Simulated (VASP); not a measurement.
Given:

```xyz
3
Lattice="-1.6050 1.6050 3.9150 1.6050 -1.6050 3.9150 1.6050 1.6050 -3.9150" Properties=species:S:1:pos:R:3 pbc="T T T"
Si     0.0000     0.0000     5.2069
Si     0.0000     0.0000     2.6231
W      0.0000     0.0000     0.0000
```

Computed with PBE GGA + U (Dudarev), VASP's PBE PAW potentials (set 64) (plane waves; VASP). Numerical set-up: 400 eV cut-off, 12×12×12 Γ-centred mesh, first-order Methfessel-Paxton smearing of 0.10 eV, potentials Si W_sv, U − J: W 2.00 eV.

Give the force on each atom (eV/Å).

```tsv
atom	Fx	Fy	Fz
Si1	0.000	0.000	0.132
Si2	0.000	0.000	-0.132
W3	0.000	0.000	0.000
```

Give the stress tensor in GPa (positive for a compressed cell).

```
5.74  0.00  0.00
0.00  5.74  0.00
0.00  0.00  5.69
```
The pressure is its mean diagonal, 5.73 GPa.

The compound is WSi2 in the MoSi2 type structure. The cell was not relaxed at this level. The run is one of a series of settings (LDAU = .TRUE., LDAUJ = 0 0, LDAUL = -1 2, LDAUTYPE = 2, LDAUU = 0 2.0 against the base run), some of them coarse on purpose.
